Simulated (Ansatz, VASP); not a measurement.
# LiMgB4: VASP beside Ansatz

```
CELL_PARAMETERS angstrom
3.05172 0.00000 0.00000
-1.52586 2.64287 0.00000
0.00000 0.00000 5.35016
ATOMIC_POSITIONS crystal
Li 0.00000 0.00000 0.50000
Mg 0.00000 0.00000 0.00000
B 0.33333 0.66667 0.70560
B 0.66667 0.33333 0.70560
B 0.33333 0.66667 0.29440
B 0.66667 0.33333 0.29440
```

Alike in both runs: task single point; functional PBE; k mesh 6 × 6 × 4; occupations gaussian, width 0.1 eV; no spin polarisation.

```csv
,VASP,Ansatz
version,VASP 6.6.1,Ansatz 0.2.0
potentials or method,"VASP PAW PBE potentials, release 64 (Li_sv, Mg, B)","scalar-relativistic, plane waves, PAW"
plane-wave cutoff (eV),520,420
valence electrons in the cell,17,25
```

```csv
,VASP,Ansatz,Ansatz less VASP
gap on the k mesh at the Fermi level (eV),none,none,-
rms of the force components (eV/Å),0.044,0.034,-0.0105
```

Atom by atom the forces differ by 0.011 eV/Å (rms over components). A gap of «none» marks a metal or a gap that the smearing closes. The two sets of potentials don't hold the same shells in valence.

Caveats: the k mesh is coarse (spacing up to 0.40 Å⁻¹), so the values aren't converged.
